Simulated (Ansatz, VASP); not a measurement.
One calculation of GaF, two programs

Contents of INCAR:

```
  PREC = Accurate
  ENCUT = 600
  EDIFF = 1E-7
  ISMEAR = -1
  SIGMA = 0.05
  LREAL = False
  LASPH = True
  NELM = 80
  ALGO = Normal
  ISIF = 3
  LWAVE = False
  LCHARG = False
  GGA = RE
  IVDW = 13
  IBRION = 2
  NSW = 60
  EDIFFG = -0.02
```

File KPOINTS:

```
Automatic mesh
0
Gamma
  9 9 9
```

The input POSCAR:

```
GaF
1.0
    0.0000000000      2.5769602800      2.5769602800
    2.5769602800      0.0000000000      2.5769602800
    2.5769602800      2.5769602800      0.0000000000
Ga F
1 1
Direct
    0.2500000000      0.2500000000      0.2500000000
    0.0000000000      0.0000000000      0.0000000000
```

input.yaml

```yaml
crystal:
  lattice:
    - [0.0, 2.57696028, 2.57696028]
    - [2.57696028, 0.0, 2.57696028]
    - [2.57696028, 2.57696028, 0.0]
  atoms:
    - { symbol: Ga, position: [0.25, 0.25, 0.25] }
    - { symbol: F, position: [0.0, 0.0, 0.0] }
hamiltonian:
  xc: revpbe
  pseudopotentials: { kind: paw }
  dispersion: d4
kpoints:
  mp_grid: { grid: [9, 9, 9] }
scf:
  occupations: { method: fermi_dirac, width: 0.05 }
output:
  forces: true
  stress: true
  eigenvalues: true
relax:
  f_tol: 0.01
  max_steps: 40
  cell: { stress_tol: 0.05 }
```

The cell was built by a generator and needn't be a form met in nature.

Alike in both runs: task relaxation of cell and atoms; functional revPBE; dispersion D4; k mesh 9 × 9 × 9; occupations fermi-dirac, width 0.05 eV; no spin polarisation.

|  | VASP | Ansatz |
| --- | --- | --- |
| version | VASP 6.6.1 | Ansatz 0.2.0 |
| potentials or method | VASP PAW PBE potentials, release 64 (Ga_d, F) | Ansatz PAW |
| plane-wave cutoff (eV) | 600 | 420 |
| valence electrons in the cell | 20 | 20 |

Ansatz gave:

| Property | Result |
| --- | --- |
| gap on the k mesh at the Fermi level, each at its own relaxed structure (eV) | 2.42 |
| relaxed volume (Å³/atom) | 22.57 |
| relaxed cell length with the largest relative difference (Å) | 3.997 |
| energy change over the relaxation (meV/atom) | -316 |

Q: What did VASP give for the same quantities?

A: gap on the k mesh at the Fermi level, each at its own relaxed structure (eV): 2.41; relaxed volume (Å³/atom): 22.53; relaxed cell length with the largest relative difference (Å): 3.995; energy change over the relaxation (meV/atom): -315.

Caveats: the volume moved by over 15 % at a fixed basis, so the end points are rough; the PAW data sets were made with another functional, which shifts forces and pressure a little (VASP); an odd mesh through Γ misses points on the zone boundary, where band edges often lie (VASP); odd divisions of the mesh miss points on the zone boundary, where band edges often lie, so the gap on the mesh can be too wide (Ansatz); the plane-wave basis is chosen anew once the cell has moved, so the energies of steps on either side of that aren't comparable (Ansatz); the PAW data sets come from PBE, with cores solved anew for the run's functional, which leaves a small shift of forces and pressure (Ansatz). A hybrid or GW would open this gap; revPBE tends to underestimate it.
